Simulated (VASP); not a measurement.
```xyz
1
Lattice="-2.1390 2.1390 2.1390 2.1390 -2.1390 2.1390 2.1390 2.1390 -2.1390" Properties=species:S:1:pos:R:3 pbc="T T T"
Eu     0.0000     0.0000     0.0000
```

Level of theory: PBE GGA with D4 dispersion, VASP's PBE PAW potentials (set 64) (plane waves; VASP). Run with 520 eV cut-off, 12×12×12 Γ-centred mesh, first-order Methfessel-Paxton smearing of 0.10 eV, potentials Eu_2.

The 4f electrons are frozen in the core of the lanthanide potential, so 4f levels, which can set the real gap, and their magnetism are missing.

Give the stress tensor in GPa (positive for a compressed cell).

```
1.08  0.00  0.00
0.00  1.08  0.00
0.00  0.00  1.08
```
The pressure is its mean diagonal, 1.08 GPa.

The compound is Eu in the bcc structure. This cell is one point of a volume scan, at 0.94 of the reference volume.
